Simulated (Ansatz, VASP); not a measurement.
# BiS: 5 runs at one level of theory

The starting cell:

```
CELL_PARAMETERS angstrom
2.10927 1.21779 3.50049
-2.10927 1.21779 3.50049
0.00000 -2.43558 3.50049
ATOMIC_POSITIONS crystal
Bi 0.00000 0.00000 0.00000
S 0.50000 0.50000 0.50000
```

Alike in all runs: task relaxation of cell and atoms; functional PBE; k mesh 8 × 8 × 8; occupations fermi-dirac, width 0.05 eV; no spin polarisation; no spin-orbit coupling.

```json
{"program and potentials": "Ansatz, Ansatz PAW", "plane-wave cutoff (eV)": "420", "notes": "10.5 valence electrons an atom on average", "equilibrium volume (Å³/atom)": "25.24"}
{"program and potentials": "VASP, PBE PAW files Bi_d, S, release 54, 900 eV", "plane-wave cutoff (eV)": "900", "notes": "10.5 valence electrons an atom on average", "equilibrium volume (Å³/atom)": "25.24"}
{"program and potentials": "VASP, PBE PAW files Bi_d_GW, S_GW, 900 eV", "plane-wave cutoff (eV)": "900", "notes": "11.5 valence electrons an atom on average", "equilibrium volume (Å³/atom)": "25.27"}
{"program and potentials": "VASP, PBE PAW files Bi, S, release 54, 900 eV", "plane-wave cutoff (eV)": "900", "notes": "5.5 valence electrons an atom on average", "equilibrium volume (Å³/atom)": "25.18"}
{"program and potentials": "VASP, PBE PAW files Bi_d, S_h, 900 eV", "plane-wave cutoff (eV)": "900", "notes": "10.5 valence electrons an atom on average", "equilibrium volume (Å³/atom)": "25.25"}
```

The equilibrium volume spans 25.18 (VASP, PBE PAW files Bi, S, release 54, 900 eV) to 25.27 Å³/atom (VASP, PBE PAW files Bi_d_GW, S_GW, 900 eV). Relaxations stop with a little pressure left, so the last digit of a volume isn't settled.

Differences between rows come from potentials, basis sets and numerical settings, since the functional is the same but for its coding. Runs on potential files found faulty are left out.
